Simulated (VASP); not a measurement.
All values below come from optB86b-vdW, VASP's PBE PAW potentials (set 64) (plane waves; VASP).

A VASP calculation is set up with these files.

### POSCAR
```
LiH
1.0
  0.0000000000   2.0400000000   2.0400000000
  2.0400000000   0.0000000000   2.0400000000
  2.0400000000   2.0400000000   0.0000000000
Li H
1 1
Cart
  0.0000000000   0.0000000000   0.0000000000
  2.0400000000   2.0400000000   2.0400000000
```

### KPOINTS
```
Automatic mesh
0
Gamma
10 10 10
0 0 0
```

INCAR:
```
! general
SYSTEM  =LiH
PREC    =Accurate
ENCUT   =520   ! plane-wave cut-off (eV)
LREAL   =F   ! projection in real space or not
LASPH   =T   ! aspherical one-centre terms

! electronic loop
EDIFF   =1E-6   ! SCF stop (eV)
NELM    =100
ALGO    =Normal   ! blocked Davidson

! smearing
ISMEAR  =0
SIGMA   =0.05   ! width (eV)

! functional
GGA     =MK
LUSE_VDW=T
AGGAC   =0.0
PARAM1  =0.1234
PARAM2  =1.0

! ions
IBRION  =2   ! conjugate gradients
NSW     =60
ISIF    =3
EDIFFG  =-0.01

! output
LWAVE   =F
LCHARG  =F
```

POTCAR, in this order: Li_sv H (PBE.64 set). Program: vasp_std.

The resulting files:

**OSZICAR**
```
       N       E                     dE             d eps       ncg     rms          rms(c)
DAV:   1    -0.397575284207E+00   -0.39758E+00   -0.14512E+03   576   0.612E+02
DAV:   2    -0.544414804840E+01   -0.50466E+01   -0.50466E+01   816   0.677E+01
DAV:   3    -0.554029461097E+01   -0.96147E-01   -0.96147E-01   660   0.934E+00
DAV:   4    -0.554171664894E+01   -0.14220E-02   -0.14220E-02   780   0.103E+00
DAV:   5    -0.554172165411E+01   -0.50052E-05   -0.50052E-05   690   0.520E-02    0.302E+00
DAV:   6    -0.533728258631E+01    0.20444E+00   -0.19557E-01   630   0.202E+00    0.149E+00
DAV:   7    -0.527588282195E+01    0.61400E-01   -0.23849E-01   696   0.248E+00    0.238E-01
DAV:   8    -0.527878475635E+01   -0.29019E-02   -0.80899E-03   666   0.775E-01    0.437E-02
DAV:   9    -0.527875507758E+01    0.29679E-04   -0.26381E-04   810   0.961E-02    0.137E-02
DAV:  10    -0.527875747297E+01   -0.23954E-05   -0.12787E-05   708   0.321E-02    0.410E-03
DAV:  11    -0.527875649547E+01    0.97750E-06   -0.89111E-07   498   0.907E-03
   1 F= -.52787565E+01 E0= -.52787565E+01  d E =-.527876E+01
       N       E                     dE             d eps       ncg     rms          rms(c)
DAV:   1    -0.528129755314E+01   -0.25401E-02   -0.14777E-02   738   0.117E+00    0.245E-01
DAV:   2    -0.528105582980E+01    0.24172E-03   -0.86846E-04   678   0.284E-01    0.151E-01
DAV:   3    -0.528088217532E+01    0.17365E-03   -0.33186E-04   972   0.135E-01    0.191E-02
DAV:   4    -0.528088292879E+01   -0.75347E-06   -0.11383E-05   666   0.385E-02    0.436E-03
DAV:   5    -0.528088795885E+01   -0.50301E-05   -0.27051E-06   636   0.154E-02    0.111E-03
DAV:   6    -0.528088811701E+01   -0.15816E-06   -0.26695E-07   288   0.640E-03
   2 F= -.52808881E+01 E0= -.52808881E+01  d E =-.213162E-02
       N       E                     dE             d eps       ncg     rms          rms(c)
DAV:   1    -0.528600685786E+01   -0.51189E-02   -0.95480E-02   708   0.304E+00    0.619E-01
DAV:   2    -0.528442240049E+01    0.15845E-02   -0.63864E-03   648   0.774E-01    0.385E-01
DAV:   3    -0.528345815537E+01    0.96425E-03   -0.21451E-03   930   0.345E-01    0.539E-02
DAV:   4    -0.528345542652E+01    0.27288E-05   -0.10612E-04   690   0.112E-01    0.131E-02
DAV:   5    -0.528346825824E+01   -0.12832E-04   -0.20797E-05   912   0.410E-02    0.338E-03
DAV:   6    -0.528346887528E+01   -0.61704E-06   -0.80150E-07   390   0.110E-02
   3 F= -.52834689E+01 E0= -.52834689E+01  d E =-.471238E-02
```

File OUTCAR:
```
------------------------ aborting loop because EDIFF is reached ----------------------------------------
  FORCE on cell =-STRESS in cart. coord.  units (eV):
  Direction    XX          YY          ZZ          XY          YZ          ZX
  --------------------------------------------------------------------------------------
  Total       -0.0163406     -0.0163406     -0.0163406      0.0000000      0.0000000     -0.0000000
  in kB       -1.6159321     -1.6159321     -1.6159321      0.0000000      0.0000000     -0.0000000
  external PRESSURE =      -1.6159321 kB  Pullay stress =       0.0000000 kB
  volume of cell :       16.20
      direct lattice vectors                 reciprocal lattice vectors
     0.000000000  2.008362370  2.008362370    -0.248959056  0.248959056  0.248959056
     2.008362370 -0.000000000  2.008362370     0.248959056 -0.248959056  0.248959056
     2.008362370  2.008362370  0.000000000     0.248959056  0.248959056 -0.248959056
  FREE ENERGIE OF THE ION-ELECTRON SYSTEM (eV)
  ---------------------------------------------------
  free  energy   TOTEN  =        -5.2834688753 eV

  energy  without entropy=       -5.2834688753  energy(sigma->0) =       -5.28346888

 reached required accuracy - stopping structural energy minimisation
```
(Selected blocks of OUTCAR.)

### CONTCAR
```
LiH
   1.00000000000000
     0.0000000000000000    2.0083623697277231    2.0083623697277231
     2.0083623697277231   -0.0000000000000000    2.0083623697277231
     2.0083623697277231    2.0083623697277231    0.0000000000000000
  Li              H
     1     1
Direct
     0.0000000000000000    0.0000000000000000    0.0000000000000000
     0.5000000000000000    0.5000000000000000    0.5000000000000000
```

OUTCAR:
```
 val. band max:        0.0140995231   @ k =   0.5000   0.5000   0.0000

 cond. band min:       3.1654872938   @ k =   0.5000   0.5000   0.0000


 Fermi energy:         0.2178644549

 k-point     1 :       0.0000    0.0000    0.0000
  band No.  band energies     occupation
      1     -44.2212      2.00000
      2      -5.3176      2.00000
      3      16.1678      0.00000
      4      17.8998      0.00000
      5      17.8998      0.00000
      6      17.8999      0.00000

 k-point     2 :       0.1000    0.0000    0.0000
  band No.  band energies     occupation
      1     -44.2170      2.00000
      2      -5.1423      2.00000
      3      14.6892      0.00000
      4      16.9690      0.00000
      5      17.5276      0.00000
      6      17.5276      0.00000

 k-point     3 :       0.2000    0.0000    0.0000
  band No.  band energies     occupation
      1     -44.2058      2.00000
      2      -4.6296      2.00000
      3      11.4669      0.00000
      4      15.7220      0.00000
      5      16.9222      0.00000
      6      16.9223      0.00000

 k-point     4 :       0.3000    0.0000    0.0000
  band No.  band energies     occupation
      1     -44.1919      2.00000
      2      -3.8414      2.00000
      3       8.3516      0.00000
      4      14.6816      0.00000
      5      16.5582      0.00000
      6      16.5583      0.00000

 k-point     5 :       0.4000    0.0000    0.0000
  band No.  band energies     occupation
      1     -44.1806      2.00000
      2      -2.9785      2.00000
      3       6.0198      0.00000
      4      14.0010      0.00000
      5      16.5156      0.00000
      6      16.5157      0.00000

 k-point     6 :       0.5000    0.0000    0.0000
  band No.  band energies     occupation
      1     -44.1763      2.00000
      2      -2.5481      2.00000
      3       5.0913      0.00000
      4      13.7660      0.00000
      5      16.5868      0.00000
      6      16.5869      0.00000
...
```

Energy and stress use the plane-wave basis of the starting cell.

The compound is LiH in the rock salt structure. This run relaxes it. Symmetry was kept, so distortions that lower it aren't found.
